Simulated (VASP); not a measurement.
Here is the system:

```
TaV2
1.0
    0.00000     3.58000     3.58000
    3.58000     0.00000     3.58000
    3.58000     3.58000     0.00000
Ta V
2 4
Cartesian
  0.00000   0.00000   0.00000
  1.79000   1.79000   1.79000
  4.47500   4.47500   4.47500
  4.47500   2.68500   2.68500
  2.68500   2.68500   4.47500
  2.68500   4.47500   2.68500
```
Starting moments (μB, in the order of the record's atoms Ta Ta V V V V): 0.0 0.0 2.0 2.0 2.0 2.0.

These are PBEsol GGA, VASP's PBE PAW potentials (set 64) (plane waves; VASP) values and carry that method's errors. Run with 300 eV cut-off, 5×5×5 Γ-centred mesh, Fermi-Dirac smearing of 0.10 eV, potentials Ta_pv V_sv.

At this cut-off the stress carries a Pulay error, which pulls relaxed volumes low. Energy and stress use the plane-wave basis of the starting cell.

Task: The ions, cell shape and volume are relaxed. Predict the relaxed structure.

Result: 
```
TaV2
1.0
    0.00000     3.52637     3.52637
    3.52637     0.00000     3.52637
    3.52637     3.52637     0.00000
Ta V
2 4
Direct
  0.00000   0.00000   0.00000
  0.25000   0.25000   0.25000
  0.62500   0.62500   0.62500
  0.12500   0.62500   0.62500
  0.62500   0.62500   0.12500
  0.62500   0.12500   0.62500
```
Space group Fd-3m (227), at a tolerance of 0.03 Å. The cell ends with 0.00 μB, on the sites 0.00 0.00 0.00 0.00 0.00 0.00 μB.

Task: How do energy and volume change from the first to the last step?

Result: The energy (σ→0) changes by -20.7 meV/atom and the volume by -4.4 %, in 4 ionic steps.

The structure comes from a measured TaV2 entry of the Crystallography Open Database, whose conditions weren't checked. This run relaxes it. Symmetry was kept, so distortions that lower it aren't found. The k-mesh is coarse (spacing up to 0.31 per Å, 2π included), so the numbers may not be converged in it. The run is one of a series of settings (EDIFFG = -0.01, IBRION = 2, ISIF = 3, NSW = 50 against the base run), some of them coarse on purpose.
